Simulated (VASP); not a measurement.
Al2InN3: relaxation of cell and atoms with PBE

Al2InN3:

```
CELL_PARAMETERS angstrom
4.64507 0.00000 0.00000
0.00000 4.64507 0.00000
0.00000 0.00000 4.73236
ATOMIC_POSITIONS crystal
Al 0.00000 0.50000 0.98596
Al 0.50000 0.00000 0.01404
In 0.50000 0.50000 0.50000
N 0.00000 0.00000 0.20589
N 0.00000 0.00000 0.79411
N 0.50000 0.50000 0.00000
```

The cell was built by a generator and needn't be a form met in nature.

```json
{
 "Program": "VASP 6.6.1",
 "Task": "relaxation of cell and atoms",
 "Functional": "PBE",
 "Potentials or basis": "VASP PAW PBE potentials, release 64 (Al, In_d, N)",
 "Cutoff": "520 eV",
 "k mesh": "3 × 3 × 3",
 "Occupations": "gaussian, width 0.15 eV",
 "Spin": "no spin polarisation",
 "Further INCAR settings": "PREC = Normal; ALGO = Fast; EDIFF = 0.0001; IBRION = 2; EDIFFG = -0.08; NSW = 24; ISIF = 3"
}
```

```yaml
Relaxed_volume: 13.37 Å³/atom
Relaxed_cell: a = 3.776 Å, b = 3.776 Å, c = 5.625 Å, α = 90.00°, β = 90.00°, γ = 90.00°
Space_group_after_relaxing_to_0.05_Å: P-4m2 (No. 115)
Energy_gained_by_relaxing: 1079.3 meV/atom
Ionic_steps: 11
Pressure_after_relaxing: 0.0 GPa
Largest_force_after_relaxing: 0.076 eV/Å
Band_gap_on_the_k_mesh: 1.24 eV, indirect (least direct gap 1.28 eV)
```

Forces on the atoms (eV/Å):
```
Al   0.000  0.000  0.076
Al   0.000  0.000 -0.076
In   0.000  0.000  0.000
N    0.000  0.000  0.009
N    0.000  0.000 -0.009
N    0.000  0.000  0.000
```

Step by step:
```
step  energy change (eV)  largest force (eV/Å)  pressure (GPa)  volume (Å³)
   1              0.0000                2.0710          -21.66       102.11
   2             -4.8163                0.6474            3.38        71.21
   3             -4.8973                0.2887           10.96        68.34
   4             -5.7858                0.0731           21.59        68.06
   5             -5.8395                0.1175           18.54        68.20
   6             -6.2747                1.4816           -5.81        81.94
   7             -6.3435                1.1423           -0.78        77.83
   8             -6.4413                0.6031           -0.30        78.95
   9             -6.4736                0.0836            0.11        79.91
  10             -6.4738                0.0827            0.13        80.01
  11             -6.4756                0.0759            0.01        80.22
```

Final structure:
```cif
data_structure
_symmetry_space_group_name_H-M 'P 1'
_symmetry_Int_Tables_number 1
_cell_length_a 3.7764
_cell_length_b 3.7764
_cell_length_c 5.6254
_cell_angle_alpha 90.000
_cell_angle_beta 90.000
_cell_angle_gamma 90.000
_cell_volume 80.22
loop_
_atom_site_label
_atom_site_type_symbol
_atom_site_fract_x
_atom_site_fract_y
_atom_site_fract_z
_atom_site_occupancy
Al1 Al 0.00000 0.50000 0.99063 1
Al2 Al 0.50000 0.00000 0.00937 1
In1 In 0.50000 0.50000 0.50000 1
N1 N 0.00000 0.00000 0.15207 1
N2 N 0.00000 0.00000 0.84793 1
N3 N 0.50000 0.50000 0.00000 1
```

Levels at points of the mesh, in eV from the valence-band top:
| k point | band 15 | band 16 | band 17 | band 18 | band 19 | band 20 |
| --- | --- | --- | --- | --- | --- | --- |
| (0.00, 0.00, 0.00) | -1.69 | -0.88 | -0.88 | 2.58 | 3.47 | 5.00 |

Wall time 72 s on 1 thread of Intel(R) Xeon(R) Platinum 8259CL CPU @ 2.50GHz (Skylake/Cascade Lake), on a shared host, peak memory 0.16 GiB.

Caveat: the k mesh is coarse (spacing up to 0.45 Å⁻¹), so the values aren't converged; the volume moved by over 15 % at a fixed basis, so the end points are rough; spin-orbit coupling is left out, which moves the levels of the heavy elements; an odd mesh through Γ misses points on the zone boundary, where band edges often lie; the relaxation stopped at a loose force limit of 0.08 eV/Å, so its end isn't a converged minimum.
